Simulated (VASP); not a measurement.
Given:

```
HgI2
1.0
    0.00000     3.76932     3.76932
    3.76932     0.00000     3.76932
    3.76932     3.76932     0.00000
Hg I
1 2
Direct
  0.00000   0.00000   0.00000
  0.25000   0.25000   0.25000
  0.75000   0.75000   0.75000
```

All values below come from PBEsol GGA with spin-orbit coupling, VASP's PBE PAW potentials (set 64) (plane waves; VASP). Run with 400 eV cut-off, 7×7×7 Γ-centred mesh, Gaussian smearing of 0.050 eV, potentials Hg I.

Question: What does the run give for the energy per atom (σ→0), band gap (over mesh and band path) with the smallest direct gap where there is one?

Answer: 
```
Item                                                                   Value
----------------------------------  ----------------------------------------
band gap (over mesh and band path)  none (metal, semimetal or under 0.01 eV)
energy per atom (σ→0)                                         -1435 meV/atom
```

The absolute energy has meaning only against runs of the same code, potentials and settings.

The structure was generated: HgI2 was put into the fluorite type (Fm-3m), which need not be its known phase. It was relaxed first, which changed the volume by +17 %.
